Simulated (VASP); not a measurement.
```
CELL_PARAMETERS angstrom
      2.16677    -3.75296     0.00000
      2.16677     3.75296     0.00000
      0.00000     0.00000     5.82948
ATOMIC_POSITIONS crystal
  Te 0.00000 0.27442 0.66667
  Te 0.72558 0.72558 0.00000
  Te 0.27442 0.00000 0.33333
```

Method: PBE GGA with D3 dispersion (zero damping), VASP's PBE PAW potentials (set 64) (plane waves; VASP). Run with 520 eV cut-off, 6×6×4 Γ-centred mesh, Gaussian smearing of 0.050 eV, potentials Te.

Q: The ions and cell shape at fixed volume are relaxed. Give the cell that the relaxation ends in.

A: 
```
CELL_PARAMETERS angstrom
      2.14804    -3.72051     0.00000
      2.14804     3.72051     0.00000
      0.00000     0.00000     5.93163
ATOMIC_POSITIONS crystal
  Te 0.00000 0.28567 0.66667
  Te 0.71433 0.71433 0.00000
  Te 0.28567 0.00000 0.33333
```
Space group P3_121 (152), at a tolerance of 0.03 Å.

Q: How much energy does the relaxation gain?

A: The energy (σ→0) changes by -9.9 meV/atom, in 7 ionic steps.

The compound is Te in the trig structure. This cell is one point of a volume scan, at 0.94 of the reference volume. Symmetry was kept, so distortions that lower it aren't found.
